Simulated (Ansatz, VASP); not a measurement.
# Ni (Ni(100)) in two plane-wave programs

One calculation is typed for both programs; each brings its own data sets. How far apart do they land? The cell is taken from a series of runs on this material, whose earlier steps may have relaxed, scaled, displaced or heated it; both programs get it as it stands.

Calculated with Ansatz 0.2.0; plane waves, with VASP 6.6.1 beside it; single point at PBE.

## Step 1: Starting point

The cell holds 7 atoms: 7 Ni. Its edges and angles: a = 2.489 Å, b = 2.489 Å, c = 24.560 Å, α = 90.0°, β = 90.0°, γ = 90.0°. Vacuum lies along c.

## Step 2: Ansatz: single point, PBE, pair 1

Ansatz runs on its default PAW (the set named soft_2) files.

With cell and atoms fixed, the geometry can't cause a difference; cores, projectors, grids and the points listed under the comparison can.

Contents of input.yaml:

```yaml
crystal:
  lattice:
    - [2.4890158698, 0.0, 0.0]
    - [0.0, 2.4890158698, 0.0]
    - [0.0, 0.0, 24.56]
  atoms:
    - { symbol: Ni, position: [0.0, 0.0, 0.2850162866], spin: 0.7 }
    - { symbol: Ni, position: [0.5, 0.5, 0.3566775244], spin: 0.7 }
    - { symbol: Ni, position: [0.0, 0.0, 0.4283387622], spin: 0.7 }
    - { symbol: Ni, position: [0.5, 0.5, 0.5], spin: 0.7 }
    - { symbol: Ni, position: [0.0, 0.0, 0.5716612378], spin: 0.7 }
    - { symbol: Ni, position: [0.5, 0.5, 0.6433224756], spin: 0.7 }
    - { symbol: Ni, position: [0.0, 0.0, 0.7149837134], spin: 0.7 }
magnetization:
  spin_polarized: true
kpoints:
  mp_grid: { grid: [16, 16, 1] }
hamiltonian:
  xc: pbe
scf:
  occupations: { method: fermi_dirac, width: 0.1 }
  convergence: { dr2_threshold: 1.0e-09 }
efield:
  axis: 3
  dipole_correction: true
  ramp_position: 0.97
  ramp_width: 0.06
output:
  write_potential: true
  write_density: true
  volumetric_format: npy
```

The run is started by

```bash
ansatz run input.yaml --threads 4 --pin off --max-ram 6144MiB --backend cpu --events-out ev --progress --plain --runs-dir out
```

Numbers of over 12 decimals in the logs are rounded to 6 here.

Output:

```text
Engine: ansatz 0.2.0, x86_64-unknown-linux-gnu
Pseudopotentials: kind: paw
Pseudopotential: Ni, paw, valence charge 18, recommended cutoff 420 eV (normal), Ni.paw.azcp
Functional definition: PBE
  parameter kappa = 0.804
  parameter beta = 0.066725
  exchange = pbe_x(kappa = kappa, mu = beta*pi^2/3)
  correlation = pbe_c(beta = beta)
Crystal: 7 atoms, lattice volume = 152.154 Å³
Basis set: ecut = 420 eV, 2947 PW (Γ)
Bands: 79, of which v1, the nominal top of the filled ones, is band 63 counted from 1 (62 counted from 0)
Symmetry: 8 space group operations
k-points: 45 of 256
Non-local potential: Ni, projectors of the file, l = 0: 3, l = 1: 2, l = 2: 3, l = 3: 1
PAW form: soft (Blöchl's): semilocal exchange-correlation on the pseudo side does not see the compensation charge
PAW one-centre angular grid: Ni, 590 points (default); XC on 64 Gauss nodes
Initial density: superposition of atomic densities (neutral atoms: chi_scale 0, normalization atom)
Starting moments: Σ|m| = 4.9 μB on 7 of 7 sites
Initial wavefunctions: pseudopotential atomic-orbital guess
Functional: x = pbe(κ = 0.804, μ = 0.219515), c = pbe(β = 0.066725)
SCF iter   1: F=—  HF=-40870.291997 eV  |F-HF|=—  |Δ(HF+E_count)|=         —  Δρ=4.67e-2 (↑2.45e-2 ↓4.67e-2)  dr2=7.35e0  dr2_m=1.33e0  M=5.870 μB ∫|m|=6.159 μB  β_m=1.00  ethr=3.10e-3  p=0.000 e·Å  D=1.65e-13 V/Å  ΔV_dip=-0.00 eV  dr2_dipole=1.28e-8  V_vac-E_F(+/−)=7.21/7.21 eV  ⟨swp⟩=8.4  Hψ=31643  notcnv=0  defer=169
Mixer restart at iter 1: flushing history
efield: sawtooth ramp at fractional position 0.9700 (set: `efield.ramp_position`, or a place that a band, a saddle search or an elastic batch's reference lends), width 0.0600; the density the first Hamiltonian is built on has a dipole p = 0.000 e·Å; the dipole correction subtracts the counter field D = 1.65e-13 V/Å, which shifts the + side's vacuum level by -0.00 eV against the − side's; the planar-averaged density in the ramp window peaks in size at 2.8e-5 e/Å³
preconditioner: auto → LDOS  [metal: Δε(μ)=0.003 eV  Ē_g=7.602 eV  σ=0.100 eV  W_gap=0.01  n_scr=48 (ndim 8)  ℏωp=25.2 eV  f_vac=0.450  D(μ)=12.76/eV (n_scr^D=174)]
spin=Collinear: LDOS preconditioning applied to the charge; magnetization (m = ρ↑ − ρ↓) channel mixes plain (no charge-response kernel on spin).
SCF iter   2: F=—  HF=-40870.592622 eV  |F-HF|=—  |Δ(HF+E_count)|=   3.01e-1  Δρ=1.44e-2 (↑1.36e-2 ↓1.44e-2)  dr2=1.03e0  dr2_m=2.54e-2  M=5.532 μB ∫|m|=6.067 μB  β_m=0.30  ethr=3.10e-3  p=0.000 e·Å  D=8.34e-6 V/Å  ΔV_dip=-0.00 eV  dr2_dipole=3.53e-9  V_vac-E_F(+/−)=6.23/6.23 eV  ⟨swp⟩=2.3  Hψ=11750  notcnv=0  defer=372
density mixer auto → msr1: a metal under ldos (density of states about μ 3.71 of a free-electron gas's, 48 screened modes)
SCF iter   3: F=—  HF=-40873.013482 eV  |F-HF|=—  |Δ(HF+E_count)|=    2.42e0  Δρ=1.11e-2 (↑6.48e-3 ↓1.11e-2)  dr2=2.60e-1  dr2_m=4.21e-2  M=5.369 μB ∫|m|=5.928 μB  β_m=0.49  ethr=8.17e-4  p=0.000 e·Å  D=7.17e-6 V/Å  ΔV_dip=-0.00 eV  dr2_dipole=3.22e-9  V_vac-E_F(+/−)=5.81/5.81 eV  ⟨swp⟩=2.6  Hψ=11132  notcnv=0  defer=371
SCF iter   4: F=—  HF=-40875.667547 eV  |F-HF|=—  |Δ(HF+E_count)|=    2.65e0  Δρ=1.28e-2 (↑4.61e-3 ↓1.28e-2)  dr2=2.32e-1  dr2_m=4.82e-2  M=4.956 μB ∫|m|=5.565 μB  β_m=0.63  ethr=2.06e-4  p=0.000 e·Å  D=3.15e-6 V/Å  ΔV_dip=-0.00 eV  dr2_dipole=2.71e-9  V_vac-E_F(+/−)=5.29/5.29 eV  ⟨swp⟩=2.6  Hψ=13423  notcnv=0  defer=394
SCF iter   5: F=—  HF=-40876.404044 eV  |F-HF|=—  |Δ(HF+E_count)|=   7.36e-1  Δρ=5.66e-3 (↑3.11e-3 ↓5.66e-3)  dr2=7.55e-2  dr2_m=6.22e-3  M=4.726 μB ∫|m|=5.330 μB  β_m=0.81  ethr=1.84e-4  p=0.000 e·Å  D=3.24e-6 V/Å  ΔV_dip=-0.00 eV  dr2_dipole=1.30e-9  V_vac-E_F(+/−)=5.10/5.10 eV  ⟨swp⟩=2.5  Hψ=11956  notcnv=0  defer=402
SCF iter   6: F=—  HF=-40876.504405 eV  |F-HF|=—  |Δ(HF+E_count)|=   1.00e-1  Δρ=5.39e-3 (↑4.07e-3 ↓5.39e-3)  dr2=8.08e-2  dr2_m=1.53e-3  M=4.653 μB ∫|m|=5.271 μB  β_m=0.67  ethr=5.99e-5  p=-0.000 e·Å  D=-1.52e-6 V/Å  ΔV_dip=0.00 eV  dr2_dipole=3.34e-8  V_vac-E_F(+/−)=5.00/5.00 eV  ⟨swp⟩=2.4  Hψ=14467  notcnv=0  defer=429
SCF iter   7: F=—  HF=-40876.483019 eV  |F-HF|=—  |Δ(HF+E_count)|=   2.14e-2  Δρ=2.50e-3 (↑8.31e-4 ↓2.50e-3)  dr2=9.48e-3  dr2_m=1.38e-3  M=4.628 μB ∫|m|=5.250 μB  β_m=0.57  ethr=5.99e-5  p=0.000 e·Å  D=1.47e-6 V/Å  ΔV_dip=-0.00 eV  dr2_dipole=8.14e-9  V_vac-E_F(+/−)=4.97/4.97 eV  ⟨swp⟩=2.6  Hψ=13975  notcnv=0  defer=427
SCF iter   8: F=—  HF=-40876.480845 eV  |F-HF|=—  |Δ(HF+E_count)|=   2.17e-3  Δρ=6.23e-4 (↑6.23e-4 ↓5.14e-4)  dr2=4.66e-4  dr2_m=2.57e-4  M=4.614 μB ∫|m|=5.238 μB  β_m=0.79  ethr=7.52e-6  p=-0.000 e·Å  D=-2.58e-7 V/Å  ΔV_dip=0.00 eV  dr2_dipole=5.87e-10  V_vac-E_F(+/−)=4.91/4.91 eV  ⟨swp⟩=2.6  Hψ=11829  notcnv=0  defer=427
[...]
SCF iter  13: F=—  HF=-40876.481948 eV  |F-HF|=—  |Δ(HF+E_count)|=   3.60e-7  Δρ=1.23e-5 (↑3.88e-6 ↓1.23e-5)  dr2=2.05e-7  dr2_m=4.34e-8  M=4.624 μB ∫|m|=5.249 μB  β_m=0.76  ethr=1.66e-9  p=0.000 e·Å  D=2.38e-7 V/Å  ΔV_dip=-0.00 eV  dr2_dipole=7.25e-11  V_vac-E_F(+/−)=4.91/4.91 eV  ⟨swp⟩=2.0  Hψ=9719  notcnv=0  defer=425
SCF iter  14: F=—  HF=-40876.481948 eV  |F-HF|=—  |Δ(HF+E_count)|=   1.04e-7  Δρ=7.61e-6 (↑5.09e-6 ↓7.61e-6)  dr2=1.55e-7  dr2_m=6.62e-9  M=4.624 μB ∫|m|=5.249 μB  β_m=0.63  ethr=1.63e-10  p=-0.000 e·Å  D=-1.33e-6 V/Å  ΔV_dip=0.00 eV  dr2_dipole=2.88e-9  V_vac-E_F(+/−)=4.91/4.91 eV  ⟨swp⟩=2.6  Hψ=14145  notcnv=0  defer=425
SCF iter  15: F=—  HF=-40876.481948 eV  |F-HF|=—  |Δ(HF+E_count)|=   2.04e-8  Δρ=4.48e-6 (↑2.76e-6 ↓4.48e-6)  dr2=4.47e-8  dr2_m=2.75e-9  M=4.624 μB ∫|m|=5.249 μB  β_m=0.53  ethr=1.23e-10  p=0.000 e·Å  D=6.64e-7 V/Å  ΔV_dip=-0.00 eV  dr2_dipole=7.91e-10  V_vac-E_F(+/−)=4.91/4.91 eV  ⟨swp⟩=2.1  Hψ=10772  notcnv=0  defer=425
SCF iter  16: F=—  HF=-40876.481948 eV  |F-HF|=—  |Δ(HF+E_count)|=   8.11e-9  Δρ=1.73e-6 (↑3.79e-7 ↓1.73e-6)  dr2=2.59e-9  dr2_m=1.12e-9  M=4.624 μB ∫|m|=5.249 μB  β_m=0.59  ethr=3.55e-11  p=-0.000 e·Å  D=-4.23e-8 V/Å  ΔV_dip=0.00 eV  dr2_dipole=1.69e-11  V_vac-E_F(+/−)=4.91/4.91 eV  ⟨swp⟩=2.1  Hψ=10277  notcnv=0  defer=425
SCF iter  17: F=—  HF=-40876.481948 eV  |F-HF|=—  |Δ(HF+E_count)|=   1.08e-9  Δρ=5.13e-7 (↑2.15e-7 ↓5.13e-7)  dr2=6.35e-10  dr2_m=1.11e-10  M=4.624 μB ∫|m|=5.249 μB  β_m=0.65  ethr=2.06e-12  p=0.000 e·Å  D=4.14e-9 V/Å  ΔV_dip=-0.00 eV  dr2_dipole=5.63e-12  V_vac-E_F(+/−)=4.91/4.91 eV  ⟨swp⟩=3.0  Hψ=14804  notcnv=0  defer=425
SCF iter  18: F=-40876.481948 eV  HF=-40876.481948 eV  |F-HF|=7.20e-10  |Δ(HF+E_count)|=  9.46e-11  Δρ=5.34e-7 (↑2.99e-7 ↓5.34e-7)  dr2=8.27e-10  dr2_m=3.72e-11  M=4.624 μB ∫|m|=5.249 μB  ethr=1.00e-12  p=-0.000 e·Å  D=-1.06e-8 V/Å  ΔV_dip=0.00 eV  dr2_dipole=6.64e-12  V_vac-E_F(+/−)=4.91/4.91 eV  ⟨swp⟩=10.7  Hψ=28957  notcnv=0
SCF 1 converged in 18 iterations: F = -40876.481948 eV  dr2 = 8.27e-10
  greatest PAW one-centre occupation: 1.001 electrons in one spin orbital (limit 2), on the Ni atom at site 0 (counted from 0), in its partial waves of l = 1
WARN: The output density's exchange-correlation potential varies sharply where the density is thin. Do not read a vacuum level from v_tot or v_xc, or from such a field of the output density. On a cell that repeats whose density bears no net charge and no dipole along the vacuum's axis use v_es (v_loc + v_h of the components); under efield.dipole_correction with no amplitude use v_es + v_field, which holds any externa [...]
SCF converged after 18 iterations
Magnetization: 4.6237 μB (65.3119 up, 60.6881 down)
Absolute magnetization: 5.2541 μB (∫|ρ↑−ρ↓|, with the PAW one-centre terms)
Spin contamination: 0.0613 ħ² per cell (⟨S²⟩ above its minimum at these occupations)
Per-site moments (μB) at R_I (Å): [(0.765555, 1.026719), (0.683015, 1.026719), (0.671704, 1.026719), (0.650960, 1.026719), (0.671704, 1.026719), (0.683015, 1.026719), (0.765555, 1.026719)]
Free energy (F): -40876.481948 eV
Harris-Foulkes:  -40876.481948 eV  (|F-HF|=7.20e-10)
Internal energy: -40876.084823 eV  (E = F + TS)
E sigma→0 (E₀):  -40876.283386 eV
Entropy (-TS):   -0.397126 eV (-56.732 meV/atom)
Fermi energy:    6.710001 eV
Dipole field:    D = -0.000004 V/Å  (p = -0.000003 e·Å, saw-weighted, corrected)
Work function:   Φ+ = 4.9094 eV   Φ− = 4.9093 eV
Levels:          The Fermi level and band energies are counted from a zero that moves with the ramp; work functions are not
--- Per-component energies (eV) ---
  E_band       = -3418.574693
  E_kinetic    = 1971.534308
  E_local      = -263381.331000  (includes V_loc(G=0)·N_el)
  E_nonlocal   = 4457.888086
  E_hartree    = 128990.913091
  E_xc         = -589.392668
  E_vxc        = -759.648137  (∫ρ·V_xc dr)
  E_paw        = -11414.836708  (= ΣΔE_a)
  E_vpaw       = -3688.856389  (= ΣTr[D̂ρ^β])
  E_aug_tail   = 0.003704  (compensation charges beyond the density's cutoff)
  E_efield     = 0.000000  (sawtooth field / dipole correction)
  E_vefield    = 0.000000  (∫n·V_field dr)
  E_ewald      = 99089.136365
  E_smearing   = -0.397126  (= −TS)
  E_closure    = -0.000000  (closes the sum)
  Σ components = -40876.481948   (vs F -40876.481948, Δ=0.00e0)
--- Band table (eV; the first three rows and the last of 90) ---
  k-point 0 ↑: bands = [... 59 lower, 5.7279, 5.8706, 6.0175, 6.0264, 6.0264, 6.1049, 6.1486, 6.1987, ... 12 higher]
  k-point 1 ↑: bands = [... 59 lower, 5.7137, 5.8955, 5.9147, 5.9239, 5.9860, 6.0732, 6.0739, 6.1396, ... 12 higher]
  k-point 2 ↑: bands = [... 59 lower, 5.6372, 5.6749, 5.8561, 5.9016, 6.0124, 6.0660, 6.0802, 6.1636, ... 12 higher]
  k-point 44 ↓: bands = [... 59 lower, 7.1169, 7.1175, 7.3916, 7.3917, 9.6033, 9.6033, 10.8985, 10.8985, ... 12 higher]
```

[end of part 1 of 3]

[Lines on the potential files, build, host, timing and source positions are cut from VASP's logs without a mark.]

[Logs are printed without paths, hosts, clocks, repeated set-up lines and the standing remarks that a program may print on its own settings, such as how far it seeks lower states.]

[Hosts, paths, dates, database ids (printed as entryN), source tags and the programs' standing remarks are cut or masked in the printed files.]
